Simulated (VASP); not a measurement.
# ZnCl3 (P6_3/m) in VASP: further runs

Runs on ZnCl3. Level: PBE. Tasks: single point.

Program: VASP 6.6.1. These are calculated values, not measurements. Logs are shortened: lines on timing, memory, paths and dates and some standing lists are left out, and cuts for length are marked.

## (1) Starting point

Symmetry: P6_3/m, No. 176, hexagonal system. The conventional cell has a = 9.806 Å, b = 9.806 Å, c = 2.910 Å, α = 90.00°, β = 90.00°, γ = 120.00°. Around Zn (site symmetry -6) lie 6 Cl at 2.46 Å. Around Cl (site symmetry m) lie 2 Zn at 2.46 Å.

The cell comes from a database or a generator and needn't be the stable form of this composition.

## (2) Single point, PBE

Contents of INCAR:

```
ALGO = Fast ; EDIFF = 1E-7
ENCUT = 500 ; GGA = PE
ISIF = 2 ; ISMEAR = 0
LASPH = True ; LCHARG = False
LREAL = False ; LWAVE = False
NBANDS = 43 ; NELM = 60
PREC = Accurate ; SIGMA = 0.1
```

Contents of KPOINTS:

```
k-points
0
Gamma
  3 3 9
```

Contents of POSCAR:

```
ZnCl3
1.0
    9.8057062174      0.0000000000      0.0000000000
   -4.9028531087      8.4919906863      0.0000000000
    0.0000000000      0.0000000000      2.9095550000
Zn Cl
2 6
Cartesian
    4.9028531092      2.8306635618      2.1821662500
   -0.0000000005      5.6613271245      0.7273887500
   -0.5807087288      3.7660704895      2.1821662500
    5.4835618375      4.7259201968      0.7273887500
    2.9711583520      2.3859437561      0.7273887500
   -1.3509860279      7.1118639529      2.1821662500
    1.9316947567      6.1060469302      2.1821662500
    6.2538391366      1.3801267334      0.7273887500
```

Potentials or basis: VASP PAW PBE potentials, release 64 (Zn, Cl).

Command:

```console
> cat potpaw_PBE.64/Zn/POTCAR potpaw_PBE.64/Cl/POTCAR > POTCAR
> mpirun -np 1 vasp_std > vasp.out
```

OUTCAR:

```text
EDIFF = 1E-7
   ENCUT = 500
   GGA = PE
   ISIF = 2
   ISMEAR = 0
   LASPH = True
   LREAL = False
   NELM = 60
   PREC = Accurate

 ion  position               nearest neighbor table
   1  0.667  0.333  0.750-   8 2.46   8 2.46   4 2.46   4 2.46   5 2.46   5 2.46
   2  0.333  0.667  0.250-   6 2.46   6 2.46   3 2.46   3 2.46   7 2.46   7 2.46
   3  0.163  0.443  0.750-   2 2.46   2 2.46
   4  0.837  0.557  0.250-   1 2.46   1 2.46
   5  0.443  0.281  0.250-   1 2.46   1 2.46
   6  0.281  0.837  0.750-   2 2.46   2 2.46
   7  0.557  0.719  0.750-   2 2.46   2 2.46
   8  0.719  0.163  0.250-   1 2.46   1 2.46

  LATTYP: Found a hexagonal cell.
 ALAT       =     9.8057062174
 C/A-ratio  =     0.2967205967

  Lattice vectors:

 A1 = (   9.8057062174,   0.0000000000,   0.0000000000)
 A2 = (  -4.9028531087,   8.4919906863,   0.0000000000)
 A3 = (   0.0000000000,   0.0000000000,   2.9095550000)

Analysis of symmetry for initial positions (statically):
=====================================================================
 Subroutine PRICEL returns:
 Original cell was already a primitive cell.

 Routine SETGRP: Setting up the symmetry group for a
 hexagonal supercell.

 Subroutine GETGRP returns: Found 12 space group operations
 (whereof  6 operations were pure point group operations)
 out of a pool of 24 trial point group operations.

The static configuration has the point symmetry S_6 .
 The point group associated with its full space group is C_6h.

Analysis of symmetry for dynamics (positions and initial velocities):
=====================================================================
 Subroutine PRICEL returns:
 Original cell was already a primitive cell.

 Routine SETGRP: Setting up the symmetry group for a
 hexagonal supercell.

 Subroutine GETGRP returns: Found 12 space group operations
 (whereof  6 operations were pure point group operations)
 out of a pool of 24 trial point group operations.

The dynamic configuration has the point symmetry S_6 .
 The point group associated with its full space group is C_6h.

 Subroutine INISYM returns: Found 12 space group operations
 (whereof  6 operations are pure point group operations),
 and found     1 'primitive' translations

----------------------------------------------------------------------------------------

                                     Primitive cell

  volume of cell :     242.2785

  direct lattice vectors                    reciprocal lattice vectors
     9.805706217  0.000000000  0.000000000     0.101981436  0.058879009  0.000000000
    -4.902853109  8.491990686  0.000000000     0.000000000  0.117758019  0.000000000
     0.000000000  0.000000000  2.909555000     0.000000000  0.000000000  0.343695170

  length of vectors
     9.805706217  9.805706217  2.909555000     0.117758019  0.117758019  0.343695170

  position of ions in fractional coordinates (direct lattice)
     0.666666667  0.333333333  0.750000000
     0.333333333  0.666666667  0.250000000
     0.162520990  0.443485000  0.750000000
     0.837479010  0.556515000  0.250000000
     0.443485000  0.280964010  0.250000000
     0.280964010  0.837479010  0.750000000
     0.556515000  0.719035990  0.750000000
     0.719035990  0.162520990  0.250000000

  ion indices of the primitive-cell ions
   primitive index   ion index
                 1           1
                 2           2
                 3           3
                 4           4
                 5           5
                 6           6
                 7           7
                 8           8

----------------------------------------------------------------------------------------

 KPOINTS: k-points

Automatic generation of k-mesh.
 Grid dimensions read from file:
 generate k-points for:    3    3    9

 Generating k-lattice:

  Cartesian coordinates                     Fractional coordinates (reciprocal lattice)
     0.033993812  0.019626336  0.000000000     0.333333333  0.000000000  0.000000000
     0.000000000  0.039252673  0.000000000     0.000000000  0.333333333  0.000000000
     0.000000000  0.000000000  0.038188352     0.000000000  0.000000000  0.111111111

  Length of vectors
     0.039252673  0.039252673  0.038188352

  Shift w.r.t. Gamma in fractional coordinates (k-lattice)
     0.000000000  0.000000000  0.000000000

 Subroutine IBZKPT returns following result:
 ===========================================

 Found     15 irreducible k-points:

 Following reciprocal coordinates:
            Coordinates               Weight
  0.000000  0.000000  0.000000      1.000000
  0.333333  0.000000  0.000000      6.000000
  0.333333  0.333333  0.000000      2.000000
  0.000000  0.000000  0.111111      2.000000
  0.333333  0.000000  0.111111     12.000000
  0.333333  0.333333  0.111111      4.000000
  0.000000  0.000000  0.222222      2.000000
  0.333333  0.000000  0.222222     12.000000
  0.333333  0.333333  0.222222      4.000000
  0.000000  0.000000  0.333333      2.000000
  0.333333  0.000000  0.333333     12.000000
  0.333333  0.333333  0.333333      4.000000
  0.000000  0.000000  0.444444      2.000000
  0.333333  0.000000  0.444444     12.000000
  0.333333  0.333333  0.444444      4.000000
   k-points           NKPTS =     15   k-points in BZ     NKDIM =     15   number of bands    NBANDS=     43
   number of dos      NEDOS =    301   number of ions     NIONS =      8
   total plane-waves  NPLWV = 124416
   dimension x,y,z NGX =    72 NGY =   72 NGZ =   24
   dimension x,y,z NGXF=   144 NGYF=  144 NGZF=   48
   ions per type =               2   6
   NGX,Y,Z   is equivalent  to a cutoff of  12.21, 12.21, 13.71 a.u.
   NGXF,Y,Z  is equivalent  to a cutoff of  24.41, 24.41, 27.43 a.u.
 SYSTEM =  unknown system
   PREC   = accura    normal or accurate (medium, high low for compatibility)
   ISTART =      0    job   : 0-new  1-cont  2-samecut
   ICHARG =      2    charge: 1-file 2-atom 10-const
   ISPIN  =      1    spin polarized calculation?
   LNONCOLLINEAR =      F non collinear calculations
   LSORBIT =      F    spin-orbit coupling
   LASPH  =      T    aspherical Exc in radial PAW
   ENCUT  =  500.0 eV  36.75 Ry    6.06 a.u.  17.88 17.88  5.30*2*pi/ulx,y,z
   NELM   =     60;   NELMIN=  2; NELMDL= -5     # of ELM steps
   EDIFF  = 0.1E-06   stopping-criterion for ELM
   LREAL  =      F    real-space projection
   EDIFFG = 0.1E-05   stopping-criterion for IOM
   NSW    =      0    number of steps for IOM
   IBRION =     -1    ionic relax: 0-MD 1-quasi-New 2-CG
   NFREE  =      0    steps in history (QN), initial steepest desc. (CG)
   ISIF   =      2    stress and relaxation
   ISYM   =      2    0-nonsym 1-usesym 2-fastsym
   POTIM  = 0.5000    time-step for ionic-motion
   TEBEG  =    0.0;   TEEND  =   0.0 temperature during run
   PSTRESS=    0.0 pullay stress
   NELECT =      66.0000    total number of electrons
   NUPDOWN=      -1.0000    fix difference up-down
   EMIN   =  10.00;   EMAX   =-10.00  energy-range for DOS
   EFERMI =   0.00;   METHOD = LEGACY
   ISMEAR =     0;   SIGMA  =   0.10  broadening in eV -4-tet -1-fermi 0-gaus
   EFERMI_NEDOS =   21; number of points for ismear=-14 and -15
   IALGO  =     68    algorithm
   IMIX   =      4    mixing-type and parameters
     AMIX     =   0.40;   BMIX     =  1.00
     AMIX_MAG =   1.60;   BMIX_MAG =  1.00
  volume/ion in A,a.u.               =      30.28       204.37
  Fermi-wavevector in a.u.,A,eV,Ry     =   1.061250  2.005472 15.323591  1.126252
  Thomas-Fermi vector in A             =   2.196660
   LORBIT       =      0    0 simple, 1 ext, 2 COOP (PROOUT), +10 PAW based schemes
   GGA     = PE    functional components
   LHFCALC =     F    Hartree Fock is set to
   AEXX    =    0.0000 exact exchange contribution
   IVDW    =     0    specifies the selected vdW correction
   LEPSILON=     F    determine dielectric tensor
   LRPA    =     F    only Hartree local field effects (RPA)
 non-spin polarized calculation
 RMM-DIIS sequential band-by-band and
 Gauss-broadening in eV      SIGMA  =   0.10
  energy-cutoff  :      500.00
  volume of cell :      242.28
 maximum number of plane-waves:      6186
 NGX is ok and might be reduce to    72
   NGX = 35   NGY = 35   NGZ = 11

 number of electron      66.0000016 magnetization

 Free energy of the ion-electron system (eV)
  ---------------------------------------------------
  ext. energy  EPLUGINS =         0.00000000
  ---------------------------------------------------
  free energy    TOTEN  =       -17.40519222 eV

  energy without entropy =      -17.35801397  energy(sigma->0) =      -17.38160309

 E-fermi :  -1.5022     XC(G=0):  -7.2720

 val. band max:       -1.5023431080   @ k =   0.3333   0.3333   0.1111
 cond. band min:      -1.3405013465   @ k =   0.0000   0.0000   0.0000
 fundamental gap:      0.1618417616
 Fermi energy:        -1.5022353328

 k-point     1 :       0.0000    0.0000    0.0000
  band No.  band energies     occupation
      1     -16.2525      2.00000
      2     -16.1258      2.00000
      3     -15.7138      2.00000
      4     -15.7138      2.00000
      5     -15.7133      2.00000
      6     -15.7133      2.00000
[... 35 lines left out ...]
     42       6.8848      0.00000
     43       8.1586      0.00000

 k-point     2 :       0.3333    0.0000    0.0000
  band No.  band energies     occupation
      1     -16.2281      2.00000
      2     -16.1554      2.00000
      3     -15.7378      2.00000
      4     -15.7355      2.00000
      5     -15.6885      2.00000
      6     -15.6868      2.00000
[... 35 lines left out ...]
     42       7.0376      0.00000
     43       7.9322      0.00000

 k-point     3 :       0.3333    0.3333    0.0000
  band No.  band energies     occupation
      1     -16.1930      2.00000
      2     -16.1930      2.00000
      3     -15.7558      2.00000
      4     -15.7098      2.00000
      5     -15.7098      2.00000
      6     -15.6707      2.00000
[... 505 lines left out ...]
      6     -14.7417      2.00000
[... 35 lines left out ...]
     42       6.1450      0.00000
     43       7.9370      0.00000

 k-point    15 :       0.3333    0.3333    0.4444
  band No.  band energies     occupation
      1     -15.0362      2.00000
      2     -15.0362      2.00000
      3     -14.7571      2.00000
      4     -14.7471      2.00000
      5     -14.7471      2.00000
      6     -14.7378      2.00000
[... 35 lines left out ...]
     42       6.1301      0.00000
     43       7.9156      0.00000

------------------------ aborting loop because EDIFF is reached ----------------------------------------

  FORCE on cell =-STRESS in cart. coord.  units (eV):
  Direction    XX          YY          ZZ          XY          YZ          ZX
  --------------------------------------------------------------------------------------
  -------------------------------------------------------------------------------------
  Total        0.2597267      0.2597267      2.2174696     -0.0000000     -0.0000000      0.0000000
  in kB        1.7175615      1.7175615     14.6640284     -0.0000000     -0.0000000      0.0000000
  external PRESSURE =       6.0330505 kB  Pullay stress =       0.0000000 kB

 VOLUME and BASIS-vectors are now :
 -----------------------------------------------------------------------------
  energy-cutoff  :      500.00
  volume of cell :      242.28
      direct lattice vectors                 reciprocal lattice vectors
     9.805706217  0.000000000  0.000000000     0.101981436  0.058879009  0.000000000
    -4.902853109  8.491990686  0.000000000     0.000000000  0.117758019  0.000000000
     0.000000000  0.000000000  2.909555000     0.000000000  0.000000000  0.343695170

 POSITION                                       TOTAL-FORCE (eV/Angst)
 -----------------------------------------------------------------------------------
      4.90285      2.83066      2.18217        -0.000000     -0.000000     -0.000000
     -0.00000      5.66133      0.72739        -0.000000      0.000000     -0.000000
     -0.58071      3.76607      2.18217         0.018029      0.014745     -0.000000
      5.48356      4.72592      0.72739        -0.018029     -0.014745      0.000000
      2.97116      2.38594      0.72739         0.021784     -0.008241      0.000000
     -1.35099      7.11186      2.18217         0.003755     -0.022986      0.000000
      1.93169      6.10605      2.18217        -0.021784      0.008241     -0.000000
      6.25384      1.38013      0.72739        -0.003755      0.022986      0.000000
 -----------------------------------------------------------------------------------
    total drift:                                0.000001     -0.000000      0.000000

  FREE ENERGIE OF THE ION-ELECTRON SYSTEM (eV)
  ---------------------------------------------------
  free  energy   TOTEN  =       -17.4051922152 eV

  energy  without entropy=      -17.3580139667  energy(sigma->0) =      -17.38160309
```

Run time: 2.8 min. Hardware: 1 thread of AMD EPYC 9R45 (Zen 5), shared host; peak memory 0.38 GiB.

What came out:

```
Free energy            : -17.4052 eV
Pressure               : 0.6 GPa
Largest force          : 0.023 eV/Å
Band gap on the k mesh : none (metal or under the smearing width)
```

Forces in eV/Å, atoms in the order of the input:
```
Zn   0.000  0.000  0.000
Zn   0.000  0.000  0.000
Cl   0.018  0.015  0.000
Cl  -0.018 -0.015  0.000
Cl   0.022 -0.008  0.000
Cl   0.004 -0.023  0.000
Cl  -0.022  0.008  0.000
Cl  -0.004  0.023  0.000
```

## (3) Single point, PBE

Contents of run.py:

```python
from ase.calculators.vasp import Vasp
from ase.dft.bandgap import bandgap
from ase.spacegroup import crystal

atoms = crystal(
    ['Zn', 'Cl'],
    basis=[[0.6666666667, 0.3333333333, 0.75], [0.1625209901, 0.4434850001, 0.75]],
    spacegroup=176,
    setting=1,
    cellpar=[9.80570622, 9.80570622, 2.909555, 90.0, 90.0, 120.0],
    primitive_cell=True,
)
calc = Vasp(
    directory='calc',
    xc='pbe',
    pp='PBE',
    setups='minimal',
    prec='Accurate',
    encut=500,
    ediff=1e-06,
    ismear=0,
    sigma=0.1,
    lreal=False,
    lasph=True,
    nelm=60,
    algo='Normal',
    isif=2,
    lwave=False,
    lcharg=False,
    kpts=[3, 3, 9],
    gamma=True,
)
atoms.calc = calc

print('energy (eV):', atoms.get_potential_energy())
print('free energy (eV):', atoms.get_potential_energy(force_consistent=True))
print('forces (eV/A):')
print(atoms.get_forces())
print('stress (eV/A^3, Voigt):', atoms.get_stress())
print('Fermi level (eV):', calc.get_fermi_level())
gap, top, bottom = bandgap(calc)
print('band gap (eV):', gap, 'from (spin, k, band)', top, 'to', bottom)
```

Potentials or basis: VASP PAW PBE potentials, release 64 (Zn, Cl).

Command:

```console
> python run.py
```

The program printed:

```text
energy (eV): -17.38160292
free energy (eV): -17.40519209
forces (eV/A):
[[-0.         -0.         -0.        ]
 [-0.          0.         -0.        ]
 [ 0.01812268  0.01500546 -0.        ]
 [-0.02205645  0.00819197 -0.        ]
 [ 0.00393377 -0.02319743  0.        ]
 [-0.01812268 -0.01500546  0.        ]
 [ 0.02205645 -0.00819197  0.        ]
 [-0.00393377  0.02319743 -0.        ]]
stress (eV/A^3, Voigt): [-1.05407022e-03 -1.05407022e-03 -9.13373370e-03 -0.00000000e+00
 -0.00000000e+00  6.24150913e-11]
Fermi level (eV): -1.50225116
band gap (eV): 0.0 from (spin, k, band) (None, None, None) to (None, None, None)
```

OUTCAR:

```text
ENCUT = 500.000000
   EDIFF = 1.00e-06
   GGA = PE
   PREC = Accurate
   ISIF = 2
   ISMEAR = 0
   NELM = 60
   LASPH = .TRUE.
   LREAL = .FALSE.

 ion  position               nearest neighbor table
   1  0.667  0.333  0.750-   8 2.46   8 2.46   6 2.46   6 2.46   7 2.46   7 2.46
   2  0.333  0.667  0.250-   5 2.46   5 2.46   3 2.46   3 2.46   4 2.46   4 2.46
   3  0.163  0.443  0.750-   2 2.46   2 2.46
   4  0.557  0.719  0.750-   2 2.46   2 2.46
   5  0.281  0.837  0.750-   2 2.46   2 2.46
   6  0.837  0.557  0.250-   1 2.46   1 2.46
   7  0.443  0.281  0.250-   1 2.46   1 2.46
   8  0.719  0.163  0.250-   1 2.46   1 2.46

  LATTYP: Found a hexagonal cell.
 ALAT       =     9.8057062200
 C/A-ratio  =     0.2967205966

  Lattice vectors:

 A1 = (   9.8057062200,   0.0000000000,   0.0000000000)
 A2 = (  -4.9028531100,   8.4919906886,   0.0000000000)
 A3 = (   0.0000000000,   0.0000000000,   2.9095550000)

Analysis of symmetry for initial positions (statically):
=====================================================================
 Subroutine PRICEL returns:
[... 183 lines left out ...]

 k-point     1 :       0.0000    0.0000    0.0000
  band No.  band energies     occupation
      1     -16.2525      2.00000
      2     -16.1258      2.00000
      3     -15.7138      2.00000
      4     -15.7138      2.00000
      5     -15.7133      2.00000
      6     -15.7133      2.00000
[... 619 lines left out ...]
     38       5.5897      0.00000
     39       5.6322      0.00000

------------------------ aborting loop because EDIFF is reached ----------------------------------------

  FORCE on cell =-STRESS in cart. coord.  units (eV):
  Direction    XX          YY          ZZ          XY          YZ          ZX
  --------------------------------------------------------------------------------------
  -------------------------------------------------------------------------------------
  Total        0.2553785      0.2553785      2.2129067      0.0000000      0.0000000      0.0000000
  in kB        1.6888067      1.6888067     14.6338546      0.0000001      0.0000000      0.0000000
  external PRESSURE =       6.0038226 kB  Pullay stress =       0.0000000 kB

 VOLUME and BASIS-vectors are now :
 -----------------------------------------------------------------------------
  energy-cutoff  :      500.00
  volume of cell :      242.28
      direct lattice vectors                 reciprocal lattice vectors
     9.805706220  0.000000000  0.000000000     0.101981436  0.058879009  0.000000000
    -4.902853110  8.491990689  0.000000000     0.000000000  0.117758019  0.000000000
     0.000000000  0.000000000  2.909555000     0.000000000  0.000000000  0.343695170

 POSITION                                       TOTAL-FORCE (eV/Angst)
 -----------------------------------------------------------------------------------
      4.90285      2.83066      2.18217        -0.000000     -0.000000     -0.000000
     -0.00000      5.66133      0.72739        -0.000000      0.000000     -0.000000
     -0.58071      3.76607      2.18217         0.018123      0.015005     -0.000000
      1.93169      6.10605      2.18217        -0.022056      0.008192     -0.000000
     -1.35099      7.11186      2.18217         0.003934     -0.023197      0.000000
      5.48356      4.72592      0.72739        -0.018123     -0.015005      0.000000
      2.97116      2.38594      0.72739         0.022056     -0.008192      0.000000
      6.25384      1.38013      0.72739        -0.003934      0.023197     -0.000000
 -----------------------------------------------------------------------------------
    total drift:                                0.000001     -0.000000      0.000000

  FREE ENERGIE OF THE ION-ELECTRON SYSTEM (eV)
  ---------------------------------------------------
  free  energy   TOTEN  =       -17.4051920872 eV

  energy  without entropy=      -17.3580137576  energy(sigma->0) =      -17.38160292
```

INCAR:

```text
ENCUT = 500.000000
SIGMA = 0.100000
EDIFF = 1.00e-06
ALGO = Normal
GGA = PE
PREC = Accurate
ISIF = 2
ISMEAR = 0
NELM = 60
LASPH = .TRUE.
LCHARG = .FALSE.
LWAVE = .FALSE.
LREAL = .FALSE.
```

Run time: 1.8 min. Hardware: 1 thread of AMD EPYC 9R45 (Zen 5), shared host; peak memory 0.36 GiB.

What came out:

```yaml
Free_energy: -17.4052 eV
Pressure: 0.6 GPa
Largest_force: 0.024 eV/Å
Band_gap_on_the_k_mesh: none (metal or under the smearing width)
```

Forces on the atoms (eV/Å):
```
Zn   0.000  0.000  0.000
Zn   0.000  0.000  0.000
Cl   0.018  0.015  0.000
Cl  -0.022  0.008  0.000
Cl   0.004 -0.023  0.000
Cl  -0.018 -0.015  0.000
Cl   0.022 -0.008  0.000
Cl  -0.004  0.023  0.000
```
